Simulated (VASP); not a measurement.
Computed with r2SCAN meta-GGA, VASP's PBE PAW potentials (set 64) (plane waves; VASP).

The input files of a VASP run:

### INCAR
```
SYSTEM = Ti(001) slab
PREC = Normal
ENCUT = 400
EDIFF = 1E-6
NELM = 100
ALGO = Normal
LREAL = .FALSE.
LASPH = .TRUE.
ISMEAR = 1
SIGMA = 0.1
METAGGA = R2SCAN
LMIXTAU = .TRUE.
LMAXMIX = 4
LWAVE = .FALSE.
LCHARG = .FALSE.
NELMIN = 4
LDIPOL = .TRUE.
IDIPOL = 3
DIPOL = 0.5 0.5 0.5
LVHAR = .TRUE.
LORBIT = 11
```

**KPOINTS**
```
kpoints
0
gamma
 11 11 1
0 0 0
```

### POSCAR
```
Ti(001) slab
1
    2.9384827441     0.0000000000     0.0000000000
   -1.4692413721     2.5448007636     0.0000000000
    0.0000000000     0.0000000000    24.1330065905
Ti
4
Direct
  0.6666670000   0.3333330000   0.4490472417
  0.3333330000   0.6666670000   0.3599258240
  0.6666670000   0.3333330000   0.6400741760
  0.3333330000   0.6666670000   0.5509527583
```

POTCAR, in this order: Ti_sv (PBE.64 set). Program: vasp_std. Read from the step before: WAVECAR.

What VASP printed:

### OSZICAR
```
       N       E                     dE             d eps       ncg     rms          rms(c)
DAV:   1    -0.497424939740E+02   -0.49742E+02   -0.61527E-05   976   0.721E-02    0.216E-02
DAV:   2    -0.497426769050E+02   -0.18293E-03   -0.15278E-03  1220   0.424E-01    0.115E-01
DAV:   3    -0.497424721244E+02    0.20478E-03   -0.99064E-04  1180   0.368E-01    0.758E-03
DAV:   4    -0.497424833831E+02   -0.11259E-04   -0.50176E-05   956   0.390E-02    0.984E-04
DAV:   5    -0.497424843571E+02   -0.97403E-06   -0.68548E-06   920   0.232E-02
   1 F= -.49742484E+02 E0= -.49744365E+02  d E =0.564302E-02
```

### OUTCAR
```
------------------------ aborting loop because EDIFF is reached ----------------------------------------
  FORCE on cell =-STRESS in cart. coord.  units (eV):
  Direction    XX          YY          ZZ          XY          YZ          ZX
  --------------------------------------------------------------------------------------
  Total       -0.9699722     -0.9699723     -0.3030081      0.0000000     -0.0000000      0.0000000
  in kB       -8.6115539     -8.6115543     -2.6901499      0.0000000     -0.0000000      0.0000000
  external PRESSURE =      -6.6377527 kB  Pullay stress =       0.0000000 kB
  volume of cell :      180.46
      direct lattice vectors                 reciprocal lattice vectors
     2.938482744  0.000000000  0.000000000     0.340311680  0.196479036  0.000000000
    -1.469241372  2.544800764  0.000000000     0.000000000  0.392958071  0.000000000
     0.000000000  0.000000000 24.133006590     0.000000000  0.000000000  0.041437025
 POSITION                                       TOTAL-FORCE (eV/Angst)
 -----------------------------------------------------------------------------------
      1.46924      0.84827     10.83686         0.000000     -0.000000      0.011132
     -0.00000      1.69653      8.68609        -0.000000      0.000000     -0.003355
      1.46924      0.84827     15.44691         0.000000     -0.000000      0.003355
     -0.00000      1.69653     13.29615         0.000000      0.000000     -0.011132
 -----------------------------------------------------------------------------------
    total drift:                                0.000000     -0.000000      0.000000
  FREE ENERGIE OF THE ION-ELECTRON SYSTEM (eV)
  ---------------------------------------------------
  free  energy   TOTEN  =       -49.7424843571 eV

  energy  without entropy=      -49.7481273801  energy(sigma->0) =      -49.74436536

 total charge

# of ion       s       p       d       tot
------------------------------------------
    1        2.249   6.144   1.840  10.233
    2        2.257   6.085   1.869  10.212
    3        2.257   6.085   1.869  10.212
    4        2.249   6.144   1.840  10.233
--------------------------------------------------
tot          9.013  24.457   7.418  40.888
```
(Selected blocks of OUTCAR.)

**OUTCAR**
```
 val. band max:        0.5248630052   @ k =   0.3636   0.2727   0.0000

 cond. band min:       0.5851869946   @ k =   0.3636   0.0000   0.0000


 Fermi energy:         0.5309716586

 k-point     1 :       0.0000    0.0000    0.0000
  band No.  band energies     occupation
      1     -58.7359      2.00000
      2     -58.7310      2.00000
      3     -58.5538      2.00000
      4     -58.5124      2.00000
      5     -34.2585      2.00000
      6     -34.1704      2.00000
      7     -33.7325      2.00000
      8     -33.6401      2.00000
      9     -33.6397      2.00000
     10     -33.6374      2.00000
     11     -33.6370      2.00000
     12     -33.5454      2.00000
     13     -33.4850      2.00000
     14     -33.4846      2.00000
     15     -33.4554      2.00000
     16     -33.4550      2.00000
     17      -5.6397      2.00000
     18      -4.6344      2.00000
     19      -3.3424      2.00000
     20      -2.5066      2.00000
     21       0.1488      2.00000
     22       0.4986      1.51712
     23       0.8995     -0.00000
     24       1.2486     -0.00000
     25       1.2487     -0.00000
     26       1.3049     -0.00000
     27       1.3050     -0.00000
     28       1.3944     -0.00000

 k-point     2 :       0.0909    0.0000    0.0000
  band No.  band energies     occupation
      1     -58.7282      2.00000
      2     -58.7236      2.00000
      3     -58.5485      2.00000
      4     -58.5084      2.00000
      5     -34.2438      2.00000
      6     -34.1632      2.00000
      7     -33.7641      2.00000
      8     -33.6916      2.00000
      9     -33.6509      2.00000
     10     -33.6503      2.00000
     11     -33.6476      2.00000
     12     -33.5428      2.00000
     13     -33.5148      2.00000
     14     -33.4928      2.00000
     15     -33.4877      2.00000
     16     -33.4610      2.00000
     17      -5.4042      2.00000
     18      -4.4061      2.00000
     19      -3.1283      2.00000
     20      -2.3055      2.00000
...
```

The cell is a thin slab with vacuum, built from Ti (hcp): (001) face.
